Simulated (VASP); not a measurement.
# NbTe (P-6m2) in VASP: settings compared

One crystal, NbTe, is run at these levels: LDA, PBE, PBEsol, RPBE; tasks: band structure.

Everything below comes from runs of VASP 6.6.1. Logs are shortened: lines on timing, memory, paths and dates and some standing lists are left out, and cuts for length are marked.

### Step 1. The structure

The structure is hexagonal, space group P-6m2 (No. 187). The conventional cell has a = 3.703 Å, b = 3.703 Å, c = 3.694 Å, α = 90.00°, β = 90.00°, γ = 120.00°. Te (site symmetry -6m2) has 6 Nb at 2.83 Å as nearest neighbours. Nb (site symmetry -6m2) is surrounded by 6 Te at 2.83 Å.

The cell comes from a database or a generator and needn't be the stable form of this composition.

### Step 2. Band structure, LDA

POSCAR reads:

```
NbTe
1.0
    3.7029743866      0.0000000000      0.0000000000
   -1.8514871933      3.2068698884      0.0000000000
    0.0000000000      0.0000000000      3.6942110000
Te Nb
1 1
Direct
    0.6666666667      0.3333333333      0.0000000000
    0.0000000000      0.0000000000      0.5000000000
```

INCAR.step1 reads:

```
SYSTEM = NbTe
PREC = Accurate
ENCUT = 520
EDIFF = 1E-7
ISMEAR = -1
SIGMA = 0.05
LREAL = .FALSE.
LASPH = .TRUE.
NELM = 60
ALGO = Normal
ISIF = 2
LWAVE = .FALSE.
LCHARG = .TRUE.
LMAXMIX = 4
NBANDS = 16
```

KPOINTS.step1 reads:

```
Automatic mesh
0
G
  8 8 7
  0 0 0
```

INCAR.step2 reads:

```
SYSTEM = NbTe
PREC = Accurate
ENCUT = 520
EDIFF = 1E-7
ISMEAR = 0
SIGMA = 0.05
LREAL = .FALSE.
LASPH = .TRUE.
NELM = 60
ALGO = Normal
ISIF = 2
LWAVE = .FALSE.
LCHARG = .FALSE.
LMAXMIX = 4
NBANDS = 16
ICHARG = 11
```

KPOINTS.step2 reads:

```
path GMKGALHA,LM,KH
20
line-mode
reciprocal
 0.0000000000  0.0000000000  0.0000000000  G
 0.5000000000  0.0000000000  0.0000000000  M

 0.5000000000  0.0000000000  0.0000000000  M
 0.3333333333  0.3333333333  0.0000000000  K

 0.3333333333  0.3333333333  0.0000000000  K
 0.0000000000  0.0000000000  0.0000000000  G

 0.0000000000  0.0000000000  0.0000000000  G
 0.0000000000  0.0000000000  0.5000000000  A

 0.0000000000  0.0000000000  0.5000000000  A
 0.5000000000  0.0000000000  0.5000000000  L

 0.5000000000  0.0000000000  0.5000000000  L
 0.3333333333  0.3333333333  0.5000000000  H

 0.3333333333  0.3333333333  0.5000000000  H
 0.0000000000  0.0000000000  0.5000000000  A

 0.5000000000  0.0000000000  0.5000000000  L
 0.5000000000  0.0000000000  0.0000000000  M

 0.3333333333  0.3333333333  0.0000000000  K
 0.3333333333  0.3333333333  0.5000000000  H
```

Potentials or basis: VASP PAW LDA potentials, release 64 (Te, Nb_sv).

Launch:

```sh
cat potpaw_LDA.64/Te/POTCAR potpaw_LDA.64/Nb_sv/POTCAR > POTCAR
cp INCAR.step1 INCAR
cp KPOINTS.step1 KPOINTS
mpirun -np 1 vasp_std > vasp.out
cp INCAR.step2 INCAR
cp KPOINTS.step2 KPOINTS
mpirun -np 1 vasp_std > vasp.out
```

OUTCAR:

```text
SYSTEM = NbTe
   PREC = Accurate
   ENCUT = 520
   EDIFF = 1E-7
   ISMEAR = 0
   LREAL = .FALSE.
   LASPH = .TRUE.
   NELM = 60
   ISIF = 2
   ICHARG = 11

 ion  position               nearest neighbor table
   1  0.667  0.333  0.000-   2 2.83   2 2.83   2 2.83   2 2.83   2 2.83   2 2.83
   2  0.000  0.000  0.500-   1 2.83   1 2.83   1 2.83   1 2.83   1 2.83   1 2.83

  LATTYP: Found a hexagonal cell.
 ALAT       =     3.7029743866
 C/A-ratio  =     0.9976334196

  Lattice vectors:

 A1 = (   3.7029743866,   0.0000000000,   0.0000000000)
 A2 = (  -1.8514871933,   3.2068698884,   0.0000000000)
 A3 = (   0.0000000000,   0.0000000000,   3.6942110000)

Analysis of symmetry for initial positions (statically):
=====================================================================
 Subroutine PRICEL returns:
 Original cell was already a primitive cell.

 Routine SETGRP: Setting up the symmetry group for a
 hexagonal supercell.

 Subroutine GETGRP returns: Found 12 space group operations
 (whereof 12 operations were pure point group operations)
 out of a pool of 24 trial point group operations.

The static configuration has the point symmetry D_3h.

Analysis of symmetry for dynamics (positions and initial velocities):
=====================================================================
 Subroutine PRICEL returns:
 Original cell was already a primitive cell.

 Routine SETGRP: Setting up the symmetry group for a
 hexagonal supercell.

 Subroutine GETGRP returns: Found 12 space group operations
 (whereof 12 operations were pure point group operations)
 out of a pool of 24 trial point group operations.

The dynamic configuration has the point symmetry D_3h.

 Subroutine INISYM returns: Found 12 space group operations
 (whereof 12 operations are pure point group operations),
 and found     1 'primitive' translations

----------------------------------------------------------------------------------------

                                     Primitive cell

  volume of cell :      43.8686

  direct lattice vectors                    reciprocal lattice vectors
     3.702974387  0.000000000  0.000000000     0.270053178  0.155915275  0.000000000
    -1.851487193  3.206869888  0.000000000     0.000000000  0.311830550  0.000000000
     0.000000000  0.000000000  3.694211000     0.000000000  0.000000000  0.270693796

  length of vectors
     3.702974387  3.702974387  3.694211000     0.311830550  0.311830550  0.270693796

  position of ions in fractional coordinates (direct lattice)
     0.666666667  0.333333333  0.000000000
     0.000000000  0.000000000  0.500000000

  ion indices of the primitive-cell ions
   primitive index   ion index
                 1           1
                 2           2

----------------------------------------------------------------------------------------

 KPOINTS: path GMKGALHA,LM,KH

Interpolating k-points between supplied coordinates.

 Line segments in fractional coordinates (reciprocal lattice):
    0.000000  0.000000  0.000000  ...  0.500000  0.000000  0.000000
    0.500000  0.000000  0.000000  ...  0.333333  0.333333  0.000000
    0.333333  0.333333  0.000000  ...  0.000000  0.000000  0.000000
    0.000000  0.000000  0.000000  ...  0.000000  0.000000  0.500000
    0.000000  0.000000  0.500000  ...  0.500000  0.000000  0.500000
    0.500000  0.000000  0.500000  ...  0.333333  0.333333  0.500000
    0.333333  0.333333  0.500000  ...  0.000000  0.000000  0.500000
    0.500000  0.000000  0.500000  ...  0.500000  0.000000  0.000000
    0.333333  0.333333  0.000000  ...  0.333333  0.333333  0.500000

 Generated    20 points on each line segment, for a total of    180 k-points:

 Following reciprocal coordinates:
            Coordinates               Weight
  0.000000  0.000000  0.000000      0.005556
  0.026316  0.000000  0.000000      0.005556
  0.052632  0.000000  0.000000      0.005556
  0.078947  0.000000  0.000000      0.005556
  0.105263  0.000000  0.000000      0.005556
  0.131579  0.000000  0.000000      0.005556
[... 16 lines left out ...]
[... 50 lines left out ...]
      4     -20.5535      2.00000
      5      -3.3397      2.00000
      6       7.5296      2.00000
[... 8 lines left out ...]
     15      16.7145      0.00000
     16      18.0359      0.00000

 k-point     4 :       0.0789    0.0000    0.0000
  band No.  band energies     occupation
      1     -44.3913      2.00000
      2     -20.7466      2.00000
      3     -20.5609      2.00000
      4     -20.5546      2.00000
      5      -3.2978      2.00000
      6       7.3475      2.00000
[... 8 lines left out ...]
     15      16.6650      0.00000
     16      18.2093      0.00000

 k-point     5 :       0.1053    0.0000    0.0000
  band No.  band energies     occupation
      1     -44.3909      2.00000
      2     -20.7455      2.00000
      3     -20.5672      2.00000
      4     -20.5561      2.00000
      5      -3.2399      2.00000
      6       7.1279      2.00000
[... 8 lines left out ...]
     15      16.6473      0.00000
     16      18.4399      0.00000

 k-point     6 :       0.1316    0.0000    0.0000
  band No.  band energies     occupation
      1     -44.3904      2.00000
      2     -20.7443      2.00000
      3     -20.5748      2.00000
      4     -20.5579      2.00000
      5      -3.1666      2.00000
      6       6.8777      2.00000
[... 8 lines left out ...]
     15      16.6844      0.00000
     16      18.7823      0.00000
[... 267 lines left out ...]
 k-point    21 :       0.5000    0.0000    0.0000
  band No.  band energies     occupation
      1     -44.3828      2.00000
      2     -20.7251      2.00000
      3     -20.6884      2.00000
      4     -20.5850      2.00000
      5      -1.7222      2.00000
      6       3.7149      2.00000
[... 8 lines left out ...]
     15      16.5834      0.00000
     16      19.6201      0.00000

 k-point    22 :       0.4912    0.0175    0.0000
  band No.  band energies     occupation
      1     -44.3828      2.00000
      2     -20.7250      2.00000
      3     -20.6883      2.00000
      4     -20.5852      2.00000
      5      -1.7208      2.00000
      6       3.7179      2.00000
[... 8 lines left out ...]
     15      16.5953      0.00000
     16      19.6165      0.00000

 k-point    23 :       0.4825    0.0351    0.0000
  band No.  band energies     occupation
      1     -44.3827      2.00000
      2     -20.7250      2.00000
      3     -20.6879      2.00000
      4     -20.5860      2.00000
      5      -1.7168      2.00000
      6       3.7269      2.00000
[... 8 lines left out ...]
     15      16.6311      0.00000
     16      19.6057      0.00000

 k-point    24 :       0.4737    0.0526    0.0000
  band No.  band energies     occupation
      1     -44.3827      2.00000
      2     -20.7249      2.00000
      3     -20.6873      2.00000
      4     -20.5873      2.00000
      5      -1.7101      2.00000
      6       3.7419      2.00000
[... 8 lines left out ...]
     15      16.6909      0.00000
     16      19.5878      0.00000

 [... further k-points ...]

------------------------ aborting loop because EDIFF is reached ----------------------------------------

  FORCE on cell =-STRESS in cart. coord.  units (eV):
  Direction    XX          YY          ZZ          XY          YZ          ZX
  --------------------------------------------------------------------------------------
  -------------------------------------------------------------------------------------
  Total       -0.7762826     -0.7762826      0.8286679      0.0000000      0.0000000      0.0000000
  in kB      -28.3515416    -28.3515416     30.2647687      0.0000000      0.0000000      0.0000000
  external PRESSURE =      -8.8127715 kB  Pullay stress =       0.0000000 kB

 VOLUME and BASIS-vectors are now :
 -----------------------------------------------------------------------------
  energy-cutoff  :      520.00
  volume of cell :       43.87
      direct lattice vectors                 reciprocal lattice vectors
     3.702974387  0.000000000  0.000000000     0.270053178  0.155915275  0.000000000
    -1.851487193  3.206869888  0.000000000     0.000000000  0.311830550  0.000000000
     0.000000000  0.000000000  3.694211000     0.000000000  0.000000000  0.270693796

 POSITION                                       TOTAL-FORCE (eV/Angst)
 -----------------------------------------------------------------------------------
      1.85149      1.06896      0.00000        -0.000000     -0.000000      0.000000
      0.00000      0.00000      1.84711         0.000000      0.000000      0.000000
 -----------------------------------------------------------------------------------
    total drift:                                0.000031     -0.000018      0.000000

  FREE ENERGIE OF THE ION-ELECTRON SYSTEM (eV)
  ---------------------------------------------------
  free  energy   TOTEN  =       -14.9270836271 eV

  energy  without entropy=      -14.9253211374  energy(sigma->0) =      -14.92620238
```

Wall time 38 s (1 thread of Intel Xeon 6975P-C (Granite Rapids), shared host); peak memory 0.24 GiB.

Results:

- Band gap along the path: none (metal or under the smearing width)

Levels at the corners of the path, in eV from the Fermi level:
| point | band 6 | band 7 | band 8 | band 9 | band 10 | band 11 | band 12 | band 13 |
| --- | --- | --- | --- | --- | --- | --- | --- | --- |
| Γ | -3.15 | -3.15 | -2.99 | -2.33 | 0.13 | 0.13 | 2.43 | 2.43 |
| M | -7.17 | -3.83 | -2.63 | -2.59 | -0.20 | 1.22 | 1.47 | 3.02 |
| M | -7.17 | -3.83 | -2.63 | -2.59 | -0.20 | 1.22 | 1.47 | 3.02 |
| K | -6.48 | -5.41 | -3.76 | -0.94 | -0.13 | 0.18 | 0.39 | 4.61 |
| K | -6.48 | -5.41 | -3.76 | -0.94 | -0.13 | 0.18 | 0.39 | 4.61 |
| Γ | -3.15 | -3.15 | -2.99 | -2.33 | 0.13 | 0.13 | 2.43 | 2.43 |
| Γ | -3.15 | -3.15 | -2.99 | -2.33 | 0.13 | 0.13 | 2.43 | 2.43 |
| A | -7.51 | -2.61 | -2.61 | -0.97 | -0.97 | 0.63 | 1.64 | 1.64 |
| A | -7.51 | -2.61 | -2.61 | -0.97 | -0.97 | 0.63 | 1.64 | 1.64 |
| L | -5.94 | -5.85 | -4.24 | -1.34 | 1.14 | 1.23 | 1.80 | 2.74 |
| L | -5.94 | -5.85 | -4.24 | -1.34 | 1.14 | 1.23 | 1.80 | 2.74 |
| H | -6.24 | -5.72 | -4.43 | -1.10 | 1.10 | 1.66 | 2.07 | 2.78 |
| H | -6.24 | -5.72 | -4.43 | -1.10 | 1.10 | 1.66 | 2.07 | 2.78 |
| A | -7.51 | -2.61 | -2.61 | -0.97 | -0.97 | 0.63 | 1.64 | 1.64 |
| L | -5.94 | -5.85 | -4.24 | -1.34 | 1.14 | 1.23 | 1.80 | 2.74 |
| M | -7.17 | -3.83 | -2.63 | -2.59 | -0.20 | 1.22 | 1.47 | 3.02 |
| K | -6.48 | -5.41 | -3.76 | -0.94 | -0.13 | 0.18 | 0.39 | 4.61 |
| H | -6.24 | -5.72 | -4.43 | -1.10 | 1.10 | 1.66 | 2.07 | 2.78 |

Caveat: the log is that of the step along the path at fixed density, whose energy, stress, charges and moments have no meaning; spin-orbit coupling is left out, which moves the levels of the heavy elements.

### Step 3. Band structure, PBE

POSCAR is that of step 2.

INCAR.step1: that of step 2 with these lines changed.

```diff
@@ -14,2 +14,3 @@
 LMAXMIX = 4
+GGA = PE
 NBANDS = 16
```

KPOINTS.step1 is that of step 2.

INCAR.step2: that of step 2 with these lines changed.

```diff
@@ -14,2 +14,3 @@
 LMAXMIX = 4
+GGA = PE
 NBANDS = 16
```

KPOINTS.step2 is that of step 2.

Potentials or basis: VASP PAW PBE potentials, release 64 (Te, Nb_sv).

Launch:

```sh
cat potpaw_PBE.64/Te/POTCAR potpaw_PBE.64/Nb_sv/POTCAR > POTCAR
cp INCAR.step1 INCAR
cp KPOINTS.step1 KPOINTS
mpirun -np 1 vasp_std > vasp.out
cp INCAR.step2 INCAR
cp KPOINTS.step2 KPOINTS
mpirun -np 1 vasp_std > vasp.out
```

It took 40 s on 1 thread of Intel Xeon 6975P-C (Granite Rapids), shared host; peak memory 0.25 GiB.

It converged, with:

| Property | Result |
| --- | --- |
| Band gap along the path | none (metal or under the smearing width) |

Levels at the corners of the path, in eV from the Fermi level:
```tsv
point	band 6	band 7	band 8	band 9	band 10	band 11	band 12	band 13
Γ	-3.16	-3.16	-3.00	-2.35	0.12	0.12	2.44	2.44
M	-7.20	-3.83	-2.64	-2.61	-0.20	1.22	1.49	3.02
M	-7.20	-3.83	-2.64	-2.61	-0.20	1.22	1.49	3.02
K	-6.50	-5.45	-3.77	-0.95	-0.13	0.19	0.39	4.62
K	-6.50	-5.45	-3.77	-0.95	-0.13	0.19	0.39	4.62
Γ	-3.16	-3.16	-3.00	-2.35	0.12	0.12	2.44	2.44
Γ	-3.16	-3.16	-3.00	-2.35	0.12	0.12	2.44	2.44
A	-7.54	-2.62	-2.62	-0.97	-0.97	0.66	1.64	1.64
A	-7.54	-2.62	-2.62	-0.97	-0.97	0.66	1.64	1.64
L	-5.97	-5.88	-4.25	-1.38	1.15	1.26	1.80	2.77
L	-5.97	-5.88	-4.25	-1.38	1.15	1.26	1.80	2.77
H	-6.25	-5.75	-4.48	-1.12	1.12	1.67	2.10	2.78
H	-6.25	-5.75	-4.48	-1.12	1.12	1.67	2.10	2.78
A	-7.54	-2.62	-2.62	-0.97	-0.97	0.66	1.64	1.64
L	-5.97	-5.88	-4.25	-1.38	1.15	1.26	1.80	2.77
M	-7.20	-3.83	-2.64	-2.61	-0.20	1.22	1.49	3.02
K	-6.50	-5.45	-3.77	-0.95	-0.13	0.19	0.39	4.62
H	-6.25	-5.75	-4.48	-1.12	1.12	1.67	2.10	2.78
```

Caveat: the log is that of the step along the path at fixed density, whose energy, stress, charges and moments have no meaning; spin-orbit coupling is left out, which moves the levels of the heavy elements.

### Step 4. Band structure, PBEsol

POSCAR is that of step 3.

INCAR.step1: that of step 3 with these lines changed.

```diff
@@ -14,3 +14,3 @@
 LMAXMIX = 4
-GGA = PE
+GGA = PS
 NBANDS = 16
```

KPOINTS.step1 is that of step 3.

INCAR.step2: that of step 3 with these lines changed.

```diff
@@ -14,3 +14,3 @@
 LMAXMIX = 4
-GGA = PE
+GGA = PS
 NBANDS = 16
```

KPOINTS.step2 is that of step 3.

Launch:

```sh
cat potpaw_PBE.64/Te/POTCAR potpaw_PBE.64/Nb_sv/POTCAR > POTCAR
cp INCAR.step1 INCAR
cp KPOINTS.step1 KPOINTS
mpirun -np 1 vasp_std > vasp.out
cp INCAR.step2 INCAR
cp KPOINTS.step2 KPOINTS
mpirun -np 1 vasp_std > vasp.out
```

Wall time 39 s (1 thread of Intel Xeon 6975P-C (Granite Rapids), shared host); peak memory 0.25 GiB.

The run converged. Its results:

```
Band gap along the path : none (metal or under the smearing width)
```

Levels at the corners of the path, in eV from the Fermi level:
```tsv
point	band 6	band 7	band 8	band 9	band 10	band 11	band 12	band 13
Γ	-3.16	-3.16	-3.02	-2.35	0.13	0.13	2.44	2.44
M	-7.21	-3.84	-2.66	-2.60	-0.20	1.23	1.49	3.02
M	-7.21	-3.84	-2.66	-2.60	-0.20	1.23	1.49	3.02
K	-6.52	-5.46	-3.77	-0.95	-0.13	0.18	0.39	4.64
K	-6.52	-5.46	-3.77	-0.95	-0.13	0.18	0.39	4.64
Γ	-3.16	-3.16	-3.02	-2.35	0.13	0.13	2.44	2.44
Γ	-3.16	-3.16	-3.02	-2.35	0.13	0.13	2.44	2.44
A	-7.56	-2.62	-2.62	-0.98	-0.98	0.65	1.64	1.64
A	-7.56	-2.62	-2.62	-0.98	-0.98	0.65	1.64	1.64
L	-5.98	-5.90	-4.25	-1.38	1.16	1.25	1.79	2.74
L	-5.98	-5.90	-4.25	-1.38	1.16	1.25	1.79	2.74
H	-6.27	-5.76	-4.48	-1.13	1.12	1.67	2.06	2.79
H	-6.27	-5.76	-4.48	-1.13	1.12	1.67	2.06	2.79
A	-7.56	-2.62	-2.62	-0.98	-0.98	0.65	1.64	1.64
L	-5.98	-5.90	-4.25	-1.38	1.16	1.25	1.79	2.74
M	-7.21	-3.84	-2.66	-2.60	-0.20	1.23	1.49	3.02
K	-6.52	-5.46	-3.77	-0.95	-0.13	0.18	0.39	4.64
H	-6.27	-5.76	-4.48	-1.13	1.12	1.67	2.06	2.79
```

Caveat: the log is that of the step along the path at fixed density, whose energy, stress, charges and moments have no meaning; the PAW data sets were made with another functional, which shifts forces and pressure a little; spin-orbit coupling is left out, which moves the levels of the heavy elements.

### Step 5. Band structure, RPBE

POSCAR is that of step 4.

INCAR.step1: that of step 4 with these lines changed.

```diff
@@ -14,3 +14,3 @@
 LMAXMIX = 4
-GGA = PS
+GGA = RP
 NBANDS = 16
```

KPOINTS.step1 is that of step 4.

INCAR.step2: that of step 4 with these lines changed.

```diff
@@ -14,3 +14,3 @@
 LMAXMIX = 4
-GGA = PS
+GGA = RP
 NBANDS = 16
```

KPOINTS.step2 is that of step 4.

Launch:

```sh
cat potpaw_PBE.64/Te/POTCAR potpaw_PBE.64/Nb_sv/POTCAR > POTCAR
cp INCAR.step1 INCAR
cp KPOINTS.step1 KPOINTS
mpirun -np 1 vasp_std > vasp.out
cp INCAR.step2 INCAR
cp KPOINTS.step2 KPOINTS
mpirun -np 1 vasp_std > vasp.out
```

Wall time 40 s (1 thread of Intel Xeon 6975P-C (Granite Rapids), shared host); peak memory 0.25 GiB.

The run converged. Its results:

- Band gap along the path: none (metal or under the smearing width)

Levels at the corners of the path, in eV from the Fermi level:
| point | band 6 | band 7 | band 8 | band 9 | band 10 | band 11 | band 12 | band 13 |
| --- | --- | --- | --- | --- | --- | --- | --- | --- |
| Γ | -3.15 | -3.15 | -3.00 | -2.34 | 0.12 | 0.12 | 2.44 | 2.44 |
| M | -7.19 | -3.83 | -2.64 | -2.61 | -0.21 | 1.23 | 1.49 | 3.02 |
| M | -7.19 | -3.83 | -2.64 | -2.61 | -0.21 | 1.23 | 1.49 | 3.02 |
| K | -6.50 | -5.45 | -3.76 | -0.95 | -0.13 | 0.20 | 0.40 | 4.62 |
| K | -6.50 | -5.45 | -3.76 | -0.95 | -0.13 | 0.20 | 0.40 | 4.62 |
| Γ | -3.15 | -3.15 | -3.00 | -2.34 | 0.12 | 0.12 | 2.44 | 2.44 |
| Γ | -3.15 | -3.15 | -3.00 | -2.34 | 0.12 | 0.12 | 2.44 | 2.44 |
| A | -7.54 | -2.62 | -2.62 | -0.97 | -0.97 | 0.67 | 1.64 | 1.64 |
| A | -7.54 | -2.62 | -2.62 | -0.97 | -0.97 | 0.67 | 1.64 | 1.64 |
| L | -5.97 | -5.89 | -4.25 | -1.38 | 1.15 | 1.27 | 1.80 | 2.78 |
| L | -5.97 | -5.89 | -4.25 | -1.38 | 1.15 | 1.27 | 1.80 | 2.78 |
| H | -6.25 | -5.76 | -4.48 | -1.12 | 1.13 | 1.68 | 2.12 | 2.79 |
| H | -6.25 | -5.76 | -4.48 | -1.12 | 1.13 | 1.68 | 2.12 | 2.79 |
| A | -7.54 | -2.62 | -2.62 | -0.97 | -0.97 | 0.67 | 1.64 | 1.64 |
| L | -5.97 | -5.89 | -4.25 | -1.38 | 1.15 | 1.27 | 1.80 | 2.78 |
| M | -7.19 | -3.83 | -2.64 | -2.61 | -0.21 | 1.23 | 1.49 | 3.02 |
| K | -6.50 | -5.45 | -3.76 | -0.95 | -0.13 | 0.20 | 0.40 | 4.62 |
| H | -6.25 | -5.76 | -4.48 | -1.12 | 1.13 | 1.68 | 2.12 | 2.79 |

Caveat: the log is that of the step along the path at fixed density, whose energy, stress, charges and moments have no meaning; the PAW data sets were made with another functional, which shifts forces and pressure a little; spin-orbit coupling is left out, which moves the levels of the heavy elements.
